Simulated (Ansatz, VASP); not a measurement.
# Cross-check of Ir (linear Ir chain, spacing 2.521 A) between VASP and Ansatz

One calculation is typed for both programs; each brings its own data sets and cutoff. How far apart do they land?

Method: plane waves, with VASP 6.6.1 beside it; single point at PBE, DFT+U, in Ansatz 0.2.0.

In doubt: warnings of the run leave room for a lower electronic state, so energies may not be the lowest and differences between runs may mislead.

### 1. The starting structure

The cell holds 2 atoms: 2 Ir. Its edges and angles: a = 12.000 Å, b = 12.000 Å, c = 5.042 Å, α = 90.0°, β = 90.0°, γ = 90.0°. It derives from Ir (linear Ir chain, spacing 2.521 A), repeated 1×1×2. As first built, before any earlier steps moved the atoms: model lattice. Vacuum lies along a and b. The structure's axis is c.

### 2. Ansatz: single point, PBE, DFT+U

Ansatz runs on its default PAW (the set named soft_2) files.

With cell and atoms fixed, the geometry can't cause a difference; cores, projectors, grids and the points listed under the comparison can.

Input file input.yaml:

```yaml
crystal:
  lattice:
    - [12.0, 0.0, 0.0]
    - [0.0, 12.0, 0.0]
    - [0.0, 0.0, 5.042]
  atoms:
    - { symbol: Ir, position: [0.5, 0.5, 0.0], spin: 0.6 }
    - { symbol: Ir, position: [0.5, 0.5, 0.5], spin: -0.6 }
hamiltonian:
  xc: pbe
  pseudopotentials: { kind: paw }
  hubbard: { sites: [{ species: Ir, l: d, u_eff: 6.0 }] }
magnetization:
  spin_polarized: true
kpoints:
  mp_grid: { grid: [1, 1, 8] }
scf:
  occupations: { method: gaussian, width: 0.05 }
  n_extra_bands: 6
output:
  forces: true
  eigenvalues: true
  write_density: true
  write_potential: true
  elf: true
  volumetric_format: npy
```

Command:

```
> ansatz run input.yaml --threads 2 --pin off --max-ram 4608MiB --backend cpu --events-out ev --progress --plain --runs-dir out
```

Numbers of over 12 decimals in the logs are rounded to 6 here.

The log of the run:

```text
Ir: projections on atomic orbitals take those of the free atom [Kr 4d10 4f14] 5s2 5p6 5d7 6s2, of charge +0.00 (hamiltonian.pseudopotentials.projection_atoms); the dataset's partial waves leave at most 8.4e-5 of an orbital's norm unspanned inside its sphere
scf.n_extra_bands = 6 over 17 filled bands (N_el = 34.0): the run solves 23 bands
Engine: ansatz 0.2.0, aarch64-unknown-linux-gnu
Pseudopotentials: kind: paw
Pseudopotential: Ir, paw, valence charge 17, recommended cutoff 420 eV (normal), Ir.paw.azcp
Functional definition: PBE
  parameter kappa = 0.804
  parameter beta = 0.066725
  exchange = pbe_x(kappa = kappa, mu = beta*pi^2/3)
  correlation = pbe_c(beta = beta)
Crystal: 2 atoms, lattice volume = 726.048 Å³
Basis set: ecut = 420 eV, 14185 PW (Γ), exchange–correlation on 162×162×72 points (8 copies of the dense FFT grid, shifted against one another)
Bands: 23, of which v1, the nominal top of the filled ones, is band 17 counted from 1 (16 counted from 0)
Symmetry: 16 space group operations
Space group: P4/mmm (ITA 123), of the structure as read, at distance tolerance 9.0e-5 Å
Magnetic group: BNS 123.348 (UNI 1008), of the structure as read, at distance tolerance 9.0e-5 Å
k-points: 5 of 8
Non-local potential: Ir, projectors of the file, l = 0: 3, l = 1: 2, l = 2: 2, l = 3: 1
PAW form: soft (Blöchl's): semilocal exchange-correlation on the pseudo side does not see the compensation charge
PAW one-centre angular grid: Ir, 590 points (default); XC on 64 Gauss nodes
Initial density: superposition of atomic densities (neutral atoms: chi_scale 0, normalization atom)
Starting moments: Σ|m| = 1.2 μB on 2 of 2 sites
Starting magnetic order: antiferromagnet; a translation exchanges its spin sublattices: spin-degenerate at every k-point
Initial wavefunctions: pseudopotential atomic-orbital guess
Functional: x = pbe(κ = 0.804, μ = 0.219515), c = pbe(β = 0.066725)
SCF iter   1: F=—  HF=-23852.343460 eV  |F-HF|=—  |Δ(HF+E_count)|=         —  Δρ=1.10e-2 (↑1.10e-2 ↓1.10e-2)  dr2=2.96e0  dr2_m=9.71e-2  M=0.000 μB ∫|m|=1.398 μB  β_m=1.00  ethr=3.10e-3  ⟨swp⟩=6.0  Hψ=543  notcnv=0
preconditioner: auto → Resta (q_TF=auto, 1.638 Å⁻¹)  ε∞=2.2  [insulator: Δε(μ)=0.254 eV  Ē_g=5.389 eV  σ=0.050 eV  W_gap=0.50  n_scr=54 (ndim 8)  ℏωp=5.8 eV  f_vac=0.837  D(μ)=11.74/eV (n_scr^D=78)  ε∞_Penn≈2.2  vacuum switching on, ρ_ref=2.1e-3 e/Å³]
spin=Collinear: Resta preconditioning applied to the charge; magnetization (m = ρ↑ − ρ↓) channel mixes plain (no charge-response kernel on spin).
SCF iter   2: F=—  HF=-23852.881941 eV  |F-HF|=—  |Δ(HF+E_count)|=   5.38e-1  Δρ=6.20e-3 (↑6.20e-3 ↓6.20e-3)  dr2=4.67e-1  dr2_m=1.47e-2  M=0.000 μB ∫|m|=1.760 μB  β_m=1.00  ethr=3.10e-3  ⟨swp⟩=2.2  Hψ=221  notcnv=0  defer=1
preconditioner: auto → none  [metal: Δε(μ)=0.027 eV  Ē_g=5.332 eV  σ=0.050 eV  W_gap=0.30  n_scr=54 (ndim 8)  ℏωp=5.8 eV  f_vac=0.838  D(μ)=11.08/eV (n_scr^D=62)]
SCF iter   3: F=—  HF=-23853.388291 eV  |F-HF|=—  |Δ(HF+E_count)|=   5.06e-1  Δρ=3.79e-3 (↑3.79e-3 ↓3.79e-3)  dr2=1.20e-1  dr2_m=2.40e-2  M=0.000 μB ∫|m|=2.207 μB  β_m=1.00  ethr=1.37e-3  ⟨swp⟩=3.0  Hψ=175  notcnv=0  defer=4
SCF iter   4: F=—  HF=-23853.746148 eV  |F-HF|=—  |Δ(HF+E_count)|=   3.58e-1  Δρ=1.83e-3 (↑1.83e-3 ↓1.83e-3)  dr2=7.50e-3  dr2_m=1.79e-2  M=0.000 μB ∫|m|=2.491 μB  β_m=1.00  ethr=3.52e-4  ⟨swp⟩=2.6  Hψ=269  notcnv=0  defer=4
SCF iter   5: F=—  HF=-23854.055029 eV  |F-HF|=—  |Δ(HF+E_count)|=   3.09e-1  Δρ=1.79e-3 (↑1.79e-3 ↓1.79e-3)  dr2=1.27e-2  dr2_m=1.27e-2  M=0.000 μB ∫|m|=2.695 μB  β_m=1.00  ethr=2.21e-5  ⟨swp⟩=2.2  Hψ=200  notcnv=0  defer=4
SCF iter   6: F=—  HF=-23854.303456 eV  |F-HF|=—  |Δ(HF+E_count)|=   2.48e-1  Δρ=1.62e-3 (↑1.62e-3 ↓1.62e-3)  dr2=2.15e-2  dr2_m=7.79e-3  M=0.000 μB ∫|m|=2.849 μB  β_m=1.00  ethr=2.21e-5  ⟨swp⟩=2.0  Hψ=225  notcnv=0  defer=4
SCF iter   7: F=—  HF=-23854.483662 eV  |F-HF|=—  |Δ(HF+E_count)|=   1.80e-1  Δρ=1.66e-3 (↑1.66e-3 ↓1.66e-3)  dr2=1.90e-2  dr2_m=5.24e-3  M=0.000 μB ∫|m|=2.964 μB  β_m=0.30  ethr=2.21e-5  ⟨swp⟩=2.0  Hψ=229  notcnv=0  defer=4
Mixer restart at iter 7: flushing history
spin-set hold released at iteration 7 (site moments contracting): the magnetisation degrees of freedom join the quasi-Newton model from the next iteration; the mixer history was flushed
SCF iter   8: F=—  HF=-23854.606019 eV  |F-HF|=—  |Δ(HF+E_count)|=   1.22e-1  Δρ=1.63e-3 (↑1.63e-3 ↓1.63e-3)  dr2=1.05e-2  dr2_m=9.58e-3  M=0.000 μB ∫|m|=3.043 μB  β_m=0.52  ethr=2.21e-5  ⟨swp⟩=2.4  Hψ=174  notcnv=0  defer=4
SCF iter   9: F=—  HF=-23854.860262 eV  |F-HF|=—  |Δ(HF+E_count)|=   2.54e-1  Δρ=1.53e-3 (↑1.53e-3 ↓1.53e-3)  dr2=3.25e-2  dr2_m=9.89e-3  M=0.000 μB ∫|m|=3.289 μB  β_m=0.57  ethr=2.21e-5  ⟨swp⟩=3.0  Hψ=272  notcnv=0  defer=4
[...]
SCF 1 converged in 16 iterations: F = -23854.890553 eV  dr2 = 7.19e-11
  greatest PAW one-centre occupation: 1.004 electrons in one spin orbital (limit 2), on the Ir atom at site 1 (counted from 0), in its partial waves of l = 1
Symmetry: 8 space group operations
Initial density: read from a saved state, or passed on in memory by an earlier SCF of this step, an earlier step, the calling program or the single point that the run made first
[...]
the translation (0, 0, 0.5) carries every atom to within crystal.symmetry.tolerance of an atom of its element with the starting moment reversed, but both spin channels are solved: the run starts from a saved state that isn't shown to keep it, or this solve from the single point that its walk made first
iter 1 solved again at ethr=6.36e-11 eV; its pass at ethr=3.10e-3 eV (dr2=2.16e-8 eV) is discarded
SCF iter   1: F=—  HF=-23857.960990 eV  |F-HF|=—  |Δ(HF+E_count)|=         —  Δρ=1.12e-6 (↑1.12e-6 ↓1.12e-6)  dr2=2.21e-8  dr2_m=2.30e-9  M=0.000 μB ∫|m|=4.171 μB  β_m=0.30  ethr=6.36e-11  ⟨swp⟩=1.8  Hψ=852  notcnv=0
preconditioner: auto → Resta (q_TF=auto, 1.638 Å⁻¹)  ε∞=1.6  [insulator: Δε(μ)=0.757 eV  Ē_g=7.280 eV  σ=0.050 eV  W_gap=1.00  n_scr=54 (ndim 8)  ℏωp=5.8 eV  f_vac=0.848  D(μ)=0.00/eV (n_scr^D=0)  ε∞_Penn≈1.6  vacuum switching on, ρ_ref=3.8e-3 e/Å³]
spin=Collinear: Resta preconditioning applied to the charge; magnetization (m = ρ↑ − ρ↓) channel mixes plain (no charge-response kernel on spin).
SCF iter   2: F=-23857.960990 eV  HF=-23857.960990 eV  |F-HF|=1.19e-9  |Δ(HF+E_count)|=   4.33e-9  Δρ=6.68e-7 (↑6.67e-7 ↓6.68e-7)  dr2=4.00e-9  dr2_m=1.67e-9  M=0.000 μB ∫|m|=4.171 μB  ethr=6.36e-11  ⟨swp⟩=10.1  Hψ=1239  notcnv=0
SCF 3 converged in 2 iterations: F = -23857.960990 eV  dr2 = 4.00e-9
Symmetry: 4 space group operations
the translation (0, 0, 0.5) carries every atom to within crystal.symmetry.tolerance of an atom of its element with the starting moment reversed, but both spin channels are solved: the run starts from a saved state that isn't shown to keep it, or this solve from the single point that its walk made first
iter 1 solved again at ethr=1.18e-11 eV; its pass at ethr=2.94e-6 eV (dr2=4.00e-9 eV) is discarded
SCF iter   1: F=—  HF=-23857.960990 eV  |F-HF|=—  |Δ(HF+E_count)|=         —  Δρ=6.68e-7 (↑6.67e-7 ↓6.68e-7)  dr2=4.00e-9  dr2_m=1.67e-9  M=0.000 μB ∫|m|=4.171 μB  ethr=1.18e-11  ⟨swp⟩=1.0  Hψ=1096  notcnv=0
spin=Collinear: Resta preconditioning applied to the charge; magnetization (m = ρ↑ − ρ↓) channel mixes plain (no charge-response kernel on spin).
SCF iter   2: F=—  HF=-23857.960863 eV  |F-HF|=—  |Δ(HF+E_count)|=   1.27e-4  Δρ=7.10e-5 (↑7.10e-5 ↓7.10e-5)  dr2=1.14e-5  dr2_m=2.78e-5  M=0.000 μB ∫|m|=4.171 μB  ethr=2.94e-6  ⟨swp⟩=1.0  Hψ=999  notcnv=0
SCF iter   3: F=—  HF=-23857.960989 eV  |F-HF|=—  |Δ(HF+E_count)|=   1.26e-4  Δρ=3.25e-6 (↑3.25e-6 ↓3.25e-6)  dr2=4.30e-7  dr2_m=7.49e-9  M=0.000 μB ∫|m|=4.171 μB  ethr=1.49e-7  ⟨swp⟩=1.0  Hψ=552  notcnv=0
SCF iter   4: F=-23857.960990 eV  HF=-23857.960990 eV  |F-HF|=1.09e-11  |Δ(HF+E_count)|=   8.07e-7  Δρ=2.59e-7 (↑2.59e-7 ↓2.59e-7)  dr2=6.11e-10  dr2_m=2.04e-10  M=0.000 μB ∫|m|=4.171 μB  ethr=2.94e-10  ⟨swp⟩=1.0  Hψ=504  notcnv=0
SCF 4 converged in 4 iterations: F = -23857.960990 eV  dr2 = 6.11e-10
an SCF along what the orbitals of the run's state read of its open shells (or to have them read: on a GPU, or by another smearing), with 12 of the crystal's symmetry operations and the antiferromagnet's anti-translation given up, reached no lower state that the run goes on to. This is no proof of a minimum
WARN: The output density's exchange-correlation potential varies sharply where the density is thin. Do not read a vacuum level from v_tot or v_xc, or from such a field of the output density. On a cell that repeats whose density bears no net charge and no dipole along the vacuum's axis use v_es (v_loc + v_h of the components); under efield.dipole_correction with no amplitude use v_es + v_field, which holds any externa [...]
WARN: an SCF from ferromagnetic starting moments (-1.50, -1.50 Bohr magnetons, atom by atom) was not made, by what the run has read of turns of its moments that order reads lower: the deck asks for what bars it, or types moments that do (magnetization.spin_polarized, in the input reference, names some of the keys), or the run goes by scf.lower_state_search: light, the default, which as a rule tries one only behind a  [...]
SCF converged after 2 iterations
Stability not told: the lowest value that the SCF's own minimisation read on its close, 1.5e-1 (residual 1.3e-3), is positive but too near zero to vouch for directions that it does not look along: no lower mode is shown, and none is ruled out
Magnetization: 0.0000 μB (17.0000 up, 17.0000 down)
Absolute magnetization: 4.1712 μB (∫|ρ↑−ρ↓|, with the PAW one-centre terms)
Spin contamination: 2.1814 ħ² per cell (⟨S²⟩ above its minimum at these occupations)
Per-site moments (μB) at R_I (Å): [(1.542285, 1.0399125), (-1.542285, 1.0399125)]
Free energy (F): -23857.960990 eV
Harris-Foulkes:  -23857.960990 eV  (|F-HF|=1.19e-9)
Internal energy: -23857.960990 eV  (E = F + TS)
E sigma→0 (E₀):  -23857.960990 eV
Fermi energy:    -4.993817 eV
--- Per-component energies (eV) ---
  E_band       = -1134.638745
  E_kinetic    = 1248.865309
  E_local      = -12017.501672  (includes V_loc(G=0)·N_el)
  E_nonlocal   = 156.863930
  E_hartree    = 5290.548145
  E_xc         = -528.019981
  E_vxc        = -588.580116  (∫ρ·V_xc dr)
  E_hubbard    = 1.177120  (on-site DFT+U / exact-exchange correction)
  E_vhub       = -44.989451  (the Hubbard potential's part of the band-sum identity)
  E_paw        = -18451.585714  (= ΣΔE_a)
  E_vpaw       = -470.388957  (= ΣTr[D̂ρ^β])
  E_aug_tail   = 0.000131  (compensation charges beyond the density's cutoff)
  E_ewald      = 441.691742
  E_smearing   = -0.000000  (= −TS)
  E_closure    = -0.000000  (closes the sum)
  Σ components = -23857.960990   (vs F -23857.960990, Δ=0.00e0)
--- Forces (eV/Å), atoms counted from 1 ---
  atom   1  Ir     0.00000000     0.00000000     0.00000000
  atom   2  Ir    -0.00000000     0.00000000     0.00000000
  max |Σ_I F_I| component: 2.52e-29 eV/Å
--- Band table (eV; the first three rows and the last of 10) ---
  k-point 0 ↑: bands = [... 13 lower, -6.8419, -6.3615, -5.5050, -5.3971, -1.2378, -1.1906, -0.5175, -0.0357, ... 2 higher]
  k-point 1 ↑: bands = [... 13 lower, -6.8753, -6.3323, -5.8146, -5.4911, -1.2323, -0.9840, -0.9551, -0.2503, ... 2 higher]
  k-point 2 ↑: bands = [... 13 lower, -6.9629, -6.5181, -6.3490, -5.6781, -2.5375, -1.3731, -0.4126, -0.3996, ... 2 higher]
  k-point 4 ↓: bands = [... 13 lower, -7.6544, -7.6177, -7.1147, -5.3723, -4.6153, -1.6212, -0.4902, 0.9811, ... 2 higher]
Occupation matrices written to <dir>
```

The job ended after 2.3 min (2 threads of Arm Neoverse N1, shared host; peak memory 0.98 GiB).

In the SCF lines HF is the Harris–Foulkes energy and dr2 the Hartree energy of the density residual, in eV; the loop may stop once dr2 is under the threshold and the program's other checks hold. Hψ counts applications of the Hamiltonian.

[end of part 1 of 2]

[Lines on the potential files, build, host, timing and source positions are cut from VASP's logs without a mark.]

[Logs are printed without paths, hosts, clocks, repeated set-up lines and the standing remarks that a program may print on its own settings, such as how far it seeks lower states.]

[Hosts, paths, dates, database ids (printed as entryN), source tags and the programs' standing remarks are cut or masked in the printed files.]
